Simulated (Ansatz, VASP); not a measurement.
Two plane-wave programs on Ge2Te3O

```
CELL_PARAMETERS angstrom
3.62334 0.00000 0.00000
0.00000 3.62334 0.00000
0.00000 0.00000 10.83723
ATOMIC_POSITIONS crystal
Ge 0.00000 0.50000 0.76779
Ge 0.50000 0.00000 0.23221
Te 0.50000 0.50000 0.00000
Te 0.00000 0.50000 0.35886
Te 0.50000 0.00000 0.64114
O 0.00000 0.00000 0.00000
```

Change from the starting cell: species swapped into the Zr2CuSb3 type (P-4m2, No. 115).

Alike in both runs: functional PBE; k mesh 4 × 4 × 2; occupations gaussian, width 0.1 eV; no spin polarisation.

Ansatz relaxed the structure, and its values are those at the end. VASP's run is a single point on that final structure, the one shown.

```csv
,VASP,Ansatz
version,VASP 6.6.1,Ansatz 0.2.0
potentials or method,"VASP PAW PBE potentials, release 64 (Ge_d, Te, O)","scalar-relativistic, plane waves, PAW"
plane-wave cutoff (eV),520,420
valence electrons in the cell,52,82
```

Ansatz gave:

```
gap on the k mesh at the Fermi level (eV) : none
pressure (GPa)                            : 0.0
rms of the force components (eV/Å)        : 0.000
```

**Question.** Which values does VASP return?

**Answer.** gap on the k mesh at the Fermi level (eV): none; pressure (GPa): 0.0; rms of the force components (eV/Å): 0.005.

A gap of «none» marks a metal or a gap that the smearing closes. The two sets of potentials don't hold the same shells in valence.

Caveats: the k mesh is coarse (spacing up to 0.43 Å⁻¹), so the values aren't converged; this functional lacks dispersion, which binds the layers, so the pressure and a relaxed spacing across them are unreliable. The runs have no spin-orbit coupling, so splittings on Te are missing.
